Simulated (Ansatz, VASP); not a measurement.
## Sn3GeCl: VASP beside Ansatz

```
Sn Ge Cl
1.0
     5.39872    0.00000    0.00000
     0.00000    5.39872    0.00000
     0.00000    0.00000    5.39872
Sn Ge Cl
3 1 1
Direct
  0.00000 0.50000 0.50000
  0.50000 0.00000 0.50000
  0.50000 0.50000 0.00000
  0.00000 0.00000 0.00000
  0.50000 0.50000 0.50000
```

Change from the starting cell: species swapped into the KCoF3 type (Pm-3m, No. 221).

Alike in both runs: functional PBE; k mesh 8 × 8 × 8; occupations gaussian, width 0.1 eV; no spin polarisation.

Ansatz relaxed the structure, and its values are those at the end. VASP's run is a single point on that final structure, the one shown.

|  | VASP | Ansatz |
| --- | --- | --- |
| version | VASP 6.6.1 | Ansatz 0.2.0 |
| potentials or method | VASP PAW PBE potentials, release 64 (Sn_d, Ge_d, Cl) | scalar-relativistic, plane waves, PAW |
| plane-wave cutoff (eV) | 520 | 420 |
| valence electrons in the cell | 63 | 63 |

|  | VASP | Ansatz | Ansatz less VASP |
| --- | --- | --- | --- |
| gap on the k mesh at the Fermi level (eV) | none | none | - |
| pressure (GPa) | 0.0 | 0.0 | +0.02 |

A gap of «none» marks a metal or a gap that the smearing closes.

Caveats: an odd number of electrons without spin polarisation forces a metal; a magnetic or distorted state may lie lower.
